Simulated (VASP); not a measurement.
Input:

```xyz
2
Lattice="0.0000 3.2953 3.2953 3.2953 0.0000 3.2953 3.2953 3.2953 0.0000" Properties=species:S:1:pos:R:3 pbc="T T T"
Ba     0.0000     0.0000     0.0000
Te     3.2953     3.2953     3.2953
```

These are PBE GGA, VASP's PBE PAW potentials (set 64) (plane waves; VASP) values and carry that method's errors. Settings: 500 eV cut-off, 7×7×7 Γ-centred mesh, Gaussian smearing of 0.050 eV, potentials Ba_sv Te.

Q: Estimate the energy per atom (σ→0), pressure.

A: 
The energy per atom (σ→0) comes out as -4.090 eV/atom and the pressure is 10.01 GPa.

The compound is BaTe in the rock salt structure. It was relaxed first under an external pressure of 10 GPa.
